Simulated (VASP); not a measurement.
Runs of VASP 6.6.1 on Si. It takes space group Fd-3m (No. 227, cubic). Conventional cell: a = 5.471 Å, b = 5.471 Å, c = 5.471 Å, α = 90.00°, β = 90.00°, γ = 90.00°. Around Si (site symmetry -43m) lie 4 Si at 2.37 Å. 

```tsv
level	cell	k mesh	gap on the mesh (eV)	pressure (GPa)
r2SCAN	Fd-3m, 20.47 Å³/atom	14 × 14 × 14	(b)	-1.6
r2SCAN	Fd-3m, 20.17 Å³/atom	14 × 14 × 14	0.79	(a)
PBE	Fd-3m, 20.01 Å³/atom	6 × 6 × 6	0.71	2.0
r2SCAN	Fd-3m, 20.28 Å³/atom	14 × 14 × 14	0.80	-0.8
```

Alike in all rows: task single point; potentials or basis VASP PAW PBE potentials, release 64 (Si); no spin polarisation; cutoff (eV) 520; smearing gaussian 0.05 eV.

Problem. Fill in the values left out.

Solution. (a) -0.2; (b) 0.81.

Caveats: the PAW data sets were made with another functional, which shifts forces and pressure a little (some runs).

A k mesh can miss the band edges.
